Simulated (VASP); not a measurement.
Here is the system:

```
CELL_PARAMETERS angstrom
      4.01717     0.00000     0.00000
      0.00000     4.01717     0.00000
      0.00000     0.00000     4.01717
ATOMIC_POSITIONS crystal
  Sr 0.00000 0.00000 0.00000
  Ti 0.50000 0.50000 0.50000
  O  0.50000 0.00000 0.50000
  O  0.00000 0.50000 0.50000
  O  0.50000 0.50000 0.00000
```

Level of theory: RPBE GGA, VASP's PBE PAW potentials (set 64) (plane waves; VASP). Run with 520 eV cut-off, 6×6×6 Γ-centred mesh, Gaussian smearing of 0.050 eV, potentials Sr_sv Ti_sv O.

**Question.** Give the stress tensor in GPa (positive for a compressed cell).

**Answer.** 
```
-4.43   0.00   0.00
 0.00  -4.43   0.00
 0.00   0.00  -4.43
```
The pressure is its mean diagonal, -4.43 GPa.

The compound is SrTiO3 in the cubic perovskite structure, the ideal cubic form; the compound distorts at low or room temperature. This cell is one point of a volume scan, at 1.03 of the reference volume.
